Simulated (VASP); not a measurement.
Method: PBE GGA, VASP's PBE PAW potentials (set 64) (plane waves; VASP).

A VASP calculation is set up with these files.

**KPOINTS**
```
Automatic
0
G
  11 11 11
0 0 0
```

**POSCAR**
```
GeRh
1
    3.0480010000     0.0000000000     0.0000000000
    0.0000000000     3.0480010000     0.0000000000
    0.0000000000     0.0000000000     3.0480010000
Rh Ge
1 1
Direct
  0.0000000000   0.0000000000   0.0000000000
  0.5000000000   0.5000000000   0.5000000000
```

### INCAR
```
! general
SYSTEM  = GeRh
PREC    = Accurate
ENCUT   = 400
LREAL   = .FALSE.
LASPH   = .TRUE.
ISYM    = 0

! electronic loop
EDIFF   = 1E-6
NELM    = 100
ALGO    = Normal
LMAXMIX = 4

! smearing
ISMEAR  = 1
SIGMA   = 0.1

! functional
GGA     = PE

! ions
ISIF    = 2

! output
LWAVE   = .FALSE.
LCHARG  = .FALSE.
```

POTCAR, in this order: Rh_pv Ge_d (PBE.64 set). Program: vasp_std.

Output

**OUTCAR**
```
 ion  position               nearest neighbor table
   1  0.000  0.000  0.000-   2 2.64   2 2.64   2 2.64   2 2.64   2 2.64   2 2.64   2 2.64   2 2.64
 Subroutine IBZKPT returns following result:
 Found    666 irreducible k-points:

 Following reciprocal coordinates:
            Coordinates               Weight
  0.000000  0.000000  0.000000      1.000000
  0.090909  0.000000  0.000000      2.000000
  0.000000  0.090909  0.000000      2.000000
  0.000000  0.000000  0.090909      2.000000
  0.181818  0.000000  0.000000      2.000000
  0.000000  0.181818  0.000000      2.000000
  0.000000  0.000000  0.181818      2.000000
  0.272727  0.000000  0.000000      2.000000
  0.000000  0.272727  0.000000      2.000000
  0.000000  0.000000  0.272727      2.000000
  0.363636  0.000000  0.000000      2.000000
  0.000000  0.363636  0.000000      2.000000
  0.000000  0.000000  0.363636      2.000000
  0.454545  0.000000  0.000000      2.000000
  0.000000  0.454545  0.000000      2.000000
  0.000000  0.000000  0.454545      2.000000
  0.090909  0.090909  0.000000      2.000000
  0.000000  0.090909  0.090909      2.000000
  0.090909  0.000000  0.090909      2.000000
 -0.090909  0.090909  0.000000      2.000000
 -0.090909  0.000000  0.090909      2.000000
  0.000000 -0.090909  0.090909      2.000000
  0.181818  0.090909  0.000000      2.000000
  0.000000  0.181818  0.090909      2.000000
  0.090909  0.000000  0.181818      2.000000
 -0.090909  0.181818  0.000000      2.000000
 -0.181818  0.000000  0.090909      2.000000
  0.000000  0.090909  0.181818      2.000000
  0.000000 -0.181818  0.090909      2.000000
 -0.090909  0.000000  0.181818      2.000000
  0.181818  0.000000  0.090909      2.000000
  0.000000 -0.090909  0.181818      2.000000
  0.181818 -0.090909  0.000000      2.000000
  0.090909  0.181818  0.000000      2.000000
  0.272727  0.090909  0.000000      2.000000
  0.000000  0.272727  0.090909      2.000000
  0.090909  0.000000  0.272727      2.000000
 -0.090909  0.272727  0.000000      2.000000
 -0.272727  0.000000  0.090909      2.000000
  0.000000  0.090909  0.272727      2.000000
   k-points           NKPTS =    666   k-points in BZ     NKDIM =    666   number of bands    NBANDS=     18
   number of dos      NEDOS =    301   number of ions     NIONS =      2
   total plane-waves  NPLWV =   8000
   dimension x,y,z NGX =    20 NGY =   20 NGZ =   20
   dimension x,y,z NGXF=    40 NGYF=   40 NGZF=   40
   ions per type =               1   1
   PREC   = accura    normal or accurate (medium, high low for compatibility)
   ISTART =      0    job   : 0-new  1-cont  2-samecut
   ICHARG =      2    charge: 1-file 2-atom 10-const
   ISPIN  =      1    spin polarized calculation?
   LNONCOLLINEAR =      F non collinear calculations
   LSORBIT =      F    spin-orbit coupling
   INIWAV =      1    electr: 0-lowe 1-rand  2-diag
   ENCUT  =  400.0 eV  29.40 Ry    5.42 a.u.   4.97  4.97  4.97*2*pi/ulx,y,z
   NELM   =    100;   NELMIN=  2; NELMDL= -5     # of ELM steps
   EDIFF  = 0.1E-05   stopping-criterion for ELM
   LREAL  =      F    real-space projection
   NLSPLINE    = F    spline interpolate recip. space projectors
   LMAXMIX     =    4 max onsite mixed and CHGCAR
   VOSKOWN=      0    Vosko Wilk Nusair interpolation
   EDIFFG = 0.1E-04   stopping-criterion for IOM
   NSW    =      0    number of steps for IOM
   NBLOCK =      1;   KBLOCK =      1    inner block; outer block
   IBRION =     -1    ionic relax: 0-MD 1-quasi-New 2-CG
   NFREE  =      0    steps in history (QN), initial steepest desc. (CG)
   ISIF   =      2    stress and relaxation
   ISYM   =      0    0-nonsym 1-usesym 2-fastsym
   TEIN   =    0.0    initial temperature
...
```

**OSZICAR**
```
       N       E                     dE             d eps       ncg     rms          rms(c)
DAV:   1     0.204885045015E+03    0.20489E+03   -0.14086E+04 28032   0.342E+03
DAV:   2     0.176503565451E+01   -0.20312E+03   -0.19861E+03 24820   0.556E+02
DAV:   3    -0.122767818172E+02   -0.14042E+02   -0.13714E+02 26234   0.120E+02
DAV:   4    -0.126173670794E+02   -0.34059E+00   -0.33825E+00 26478   0.188E+01
DAV:   5    -0.126246525691E+02   -0.72855E-02   -0.72810E-02 26426   0.297E+00    0.978E+00
DAV:   6    -0.124353180043E+02    0.18933E+00   -0.26270E+00 24688   0.121E+01    0.429E+00
DAV:   7    -0.123488236060E+02    0.86494E-01   -0.56306E-01 26506   0.715E+00    0.319E+00
DAV:   8    -0.123317514305E+02    0.17072E-01   -0.62564E-02 28616   0.251E+00    0.260E-01
DAV:   9    -0.123311302836E+02    0.62115E-03   -0.20824E-03 29372   0.699E-01    0.162E-01
DAV:  10    -0.123309673985E+02    0.16289E-03   -0.73812E-04 31886   0.557E-01    0.364E-02
DAV:  11    -0.123309682768E+02   -0.87835E-06   -0.45280E-05 24936   0.511E-02    0.893E-03
DAV:  12    -0.123309697379E+02   -0.14611E-05   -0.15767E-06 17416   0.179E-02    0.152E-03
DAV:  13    -0.123309696463E+02    0.91616E-07   -0.28757E-07 12452   0.585E-03
   1 F= -.12330970E+02 E0= -.12330890E+02  d E =-.237467E-03
```

### OUTCAR
```
------------------------ aborting loop because EDIFF is reached ----------------------------------------
  FORCE on cell =-STRESS in cart. coord.  units (eV):
  Direction    XX          YY          ZZ          XY          YZ          ZX
  --------------------------------------------------------------------------------------
  Total        0.8120989      0.8121011      0.8120993     -0.0000034     -0.0000049     -0.0000012
  in kB       45.9488007     45.9489244     45.9488255     -0.0001935     -0.0002771     -0.0000688
  external PRESSURE =      45.9488502 kB  Pullay stress =       0.0000000 kB
  volume of cell :       28.32
      direct lattice vectors                 reciprocal lattice vectors
     3.048001000  0.000000000  0.000000000     0.328083882  0.000000000  0.000000000
     0.000000000  3.048001000  0.000000000     0.000000000  0.328083882  0.000000000
     0.000000000  0.000000000  3.048001000     0.000000000  0.000000000  0.328083882
 POSITION                                       TOTAL-FORCE (eV/Angst)
 -----------------------------------------------------------------------------------
      0.00000      0.00000      0.00000         0.000000     -0.000001      0.000000
      1.52400      1.52400      1.52400        -0.000000      0.000001     -0.000000
 -----------------------------------------------------------------------------------
    total drift:                                0.000001     -0.000001      0.000001
  FREE ENERGIE OF THE ION-ELECTRON SYSTEM (eV)
  ---------------------------------------------------
  free  energy   TOTEN  =       -12.3309696463 eV

  energy  without entropy=      -12.3307321789  energy(sigma->0) =      -12.33089049
```
(Selected blocks of OUTCAR.)

The structure was generated: GeRh was put into the CsCl type (Pm-3m), which need not be its known phase. The cell was not relaxed at this level. The run is one of a series of settings (ISYM = 0 against the base run), some of them coarse on purpose. The electron count is odd and the run is not spin-polarised, which forces a metal.
